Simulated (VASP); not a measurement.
VASP ran on this input.

**INCAR**
```
ALGO  =  Normal
EDIFF  =  1E-03
ENCUT  =  400
GGA  =  PS
ISIF  =  2
ISMEAR  =  0
LASPH  =  T
LCHARG  =  F
LMAXMIX  =  4
LREAL  =  F
LWAVE  =  F
NELM  =  100
PREC  =  Accurate
SIGMA  =  0.05
SYSTEM  =  ZrO2
```

### POSCAR
```
ZrO2
1
    5.2020360000     0.0000000000     0.0000000000
    0.0000000000     4.9965200000     0.0000000000
    0.0000000000     0.0000000000     5.0225530000
Zr O
4 8
Direct
  0.0302700000   0.7335400000   0.7490600000
  0.9697300000   0.2664600000   0.2490600000
  0.4697300000   0.7335400000   0.2490600000
  0.5302700000   0.2664600000   0.7490600000
  0.2298800000   0.4633000000   0.5008400000
  0.7701200000   0.5367000000   0.0008400000
  0.2701200000   0.4633000000   0.0008400000
  0.7298800000   0.5367000000   0.5008400000
  0.3650300000   0.9326400000   0.6061100000
  0.6349700000   0.0673600000   0.1061100000
  0.1349700000   0.9326400000   0.1061100000
  0.8650300000   0.0673600000   0.6061100000
```

### KPOINTS
```
Automatic mesh
0
Gamma
5 6 5
0 0 0
```

POTCAR, in this order: Zr_sv O (PBE.64 set). Program: vasp_std.

Task: Write an equivalent input for Ansatz.

Result: One equivalent input (not run):
Ansatz 0.2 input:
```yaml
crystal:
  lattice:
    - [5.2020360, 0.0000000, 0.0000000]
    - [0.0000000, 4.9965200, 0.0000000]
    - [0.0000000, 0.0000000, 5.0225530]
  atoms:
    - { symbol: Zr, position: [0.0302700, 0.7335400, 0.7490600] }
    - { symbol: Zr, position: [0.9697300, 0.2664600, 0.2490600] }
    - { symbol: Zr, position: [0.4697300, 0.7335400, 0.2490600] }
    - { symbol: Zr, position: [0.5302700, 0.2664600, 0.7490600] }
    - { symbol: O, position: [0.2298800, 0.4633000, 0.5008400] }
    - { symbol: O, position: [0.7701200, 0.5367000, 0.0008400] }
    - { symbol: O, position: [0.2701200, 0.4633000, 0.0008400] }
    - { symbol: O, position: [0.7298800, 0.5367000, 0.5008400] }
    - { symbol: O, position: [0.3650300, 0.9326400, 0.6061100] }
    - { symbol: O, position: [0.6349700, 0.0673600, 0.1061100] }
    - { symbol: O, position: [0.1349700, 0.9326400, 0.1061100] }
    - { symbol: O, position: [0.8650300, 0.0673600, 0.6061100] }
kpoints:
  mp_grid: { grid: [5, 6, 5] }
hamiltonian:
  xc: pbesol
  pseudopotentials: { kind: paw }
scf:
  occupations: { method: gaussian, width: 0.05 }
  max_iter: 100
output: { forces: true, stress: true, eigenvalues: true }
```
What does not carry over: each code has its own PAW files, so the cut-off isn't converted (ENCUT is set for VASP's; basis.ecutwfc is left out, and Ansatz then takes the one that its files recommend); Ansatz stops its SCF on the density residual and VASP on the energy change (EDIFF).

The structure comes from a computed database's ZrO2 entry; how it stands against other phases isn't given here. The cell was not relaxed at this level. The run is one of a series of settings (EDIFF = 1E-03 against the base run), some of them coarse on purpose.
